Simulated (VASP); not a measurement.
Level of theory: r2SCAN meta-GGA, VASP's PBE PAW potentials (set 64) (plane waves; VASP).

VASP ran on this input.

INCAR:
```
ALGO  =  Normal
CSHIFT  =  0.1
EDIFF  =  1E-7
ENCUT  =  520
ISMEAR  =  0
LASPH  =  T
LCHARG  =  F
LMIXTAU  =  T
LOPTICS  =  T
LPEAD  =  T
LREAL  =  F
LWAVE  =  F
METAGGA  =  R2SCAN
NBANDS  =  33
NEDOS  =  1001
NELM  =  100
PREC  =  Accurate
SIGMA  =  0.01
SYSTEM  =  NaF
```

### KPOINTS
```
K-points
0
G
 13 13 13
0 0 0
```

**POSCAR**
```
NaF
1
    0.0000000000     2.2859400601     2.2859400601
    2.2859400601     0.0000000000     2.2859400601
    2.2859400601     2.2859400601     0.0000000000
Na F
1 1
Direct
  0.0000000000   0.0000000000   0.0000000000
  0.5000000000   0.5000000000   0.5000000000
```

POTCAR, in this order: Na_pv F (PBE.64 set). Program: vasp_std.

Problem. Predict the energy per atom (σ→0), band gap (on the k-mesh).

Solution. 
| Quantity | Result |
|---|---|
| energy per atom (σ→0) | -6.302 eV/atom |
| band gap (on the k-mesh) | 7.41 eV |

File OSZICAR:
```
...
DAV:  19    -0.126037369884E+02   -0.29134E-05   -0.74102E-07  5805   0.574E-03    0.505E-03
DAV:  20    -0.126037372618E+02   -0.27336E-06   -0.84090E-08  6612   0.169E-03    0.198E-03
DAV:  21    -0.126037380966E+02   -0.83480E-06   -0.27591E-08  5814   0.127E-03    0.116E-03
DAV:  22    -0.126037389498E+02   -0.85327E-06   -0.21925E-08  6293   0.840E-04    0.848E-05
DAV:  23    -0.126037390665E+02   -0.11661E-06   -0.33593E-09  3709   0.315E-04    0.121E-04
DAV:  24    -0.126037390849E+02   -0.18488E-07   -0.21655E-10  2978   0.730E-05
   1 F= -.12603739E+02 E0= -.12603739E+02  d E =-.250578E-21
 imaginary and real dielectric function
```

The compound is NaF in the rock salt structure. It was relaxed first.
